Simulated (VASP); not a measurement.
Calculation: PBE GGA, VASP's PBE PAW potentials (set 64) (plane waves; VASP).

The input files of a VASP run:

### KPOINTS
```
k-points along high-symmetry lines
8
Line-mode
Reciprocal
  0.000000   0.000000   0.000000 ! GAMMA
 -0.500000   0.500000   0.000000 ! Y

 -0.500000   0.500000   0.000000 ! Y
 -0.266052   0.733948   0.000000 ! C_0

  0.266052   0.266052   0.000000 ! SIGMA_0
  0.000000   0.000000   0.000000 ! GAMMA

  0.000000   0.000000   0.000000 ! GAMMA
  0.000000   0.000000   0.500000 ! Z

  0.000000   0.000000   0.500000 ! Z
  0.266052   0.266052   0.500000 ! A_0

 -0.266052   0.733948   0.500000 ! E_0
 -0.500000   0.500000   0.500000 ! T

 -0.500000   0.500000   0.500000 ! T
 -0.500000   0.500000   0.000000 ! Y

  0.000000   0.000000   0.000000 ! GAMMA
  0.000000   0.500000   0.000000 ! S

  0.000000   0.500000   0.000000 ! S
  0.000000   0.500000   0.500000 ! R

  0.000000   0.500000   0.500000 ! R
  0.000000   0.000000   0.500000 ! Z

  0.000000   0.000000   0.500000 ! Z
 -0.500000   0.500000   0.500000 ! T
```

**INCAR**
```
SYSTEM = ZrSi2
PREC = Accurate; ENCUT = 400; LREAL = .False.
LASPH = .True.; ICHARG = 11
EDIFF = 1E-7; NELM = 100; ALGO = Normal
LMAXMIX = 4
ISMEAR = 0; SIGMA = 0.05
GGA = PE
LWAVE = .False.; LCHARG = .False.; LORBIT = 11
```

### POSCAR
```
ZrSi2
1.0
  1.8478262542  -7.3995719021   0.0000000000
  1.8478262542   7.3995719021   0.0000000000
  0.0000000000   0.0000000000   3.6857328197
Zr Si
2 4
direct
  0.6054303747   0.3945696253   0.2500000000
  0.3945696253   0.6054303747   0.7500000000
  0.9469825503   0.0530174497   0.2500000000
  0.0530174497   0.9469825503   0.7500000000
  0.2500509254   0.7499490746   0.2500000000
  0.7499490746   0.2500509254   0.7500000000
```

POTCAR, in this order: Zr_sv Si (PBE.64 set). Program: vasp_std. Read from the step before: CHGCAR.

Task: What will the output report for the number of irreducible k-points (NKPTS), number of bands (NBANDS), largest plane-wave count, number of space-group operations, FFT grid (NGX, NGY, NGZ)?

Result: 
* **number of irreducible k-points (NKPTS)**: 88
* **number of bands (NBANDS)**: 24
* **largest plane-wave count**: 1856
* **number of space-group operations**: 8
* **FFT grid (NGX, NGY, NGZ)**: 50 × 50 × 24

The compound is ZrSi2 in the sg63 structure. It was relaxed first.
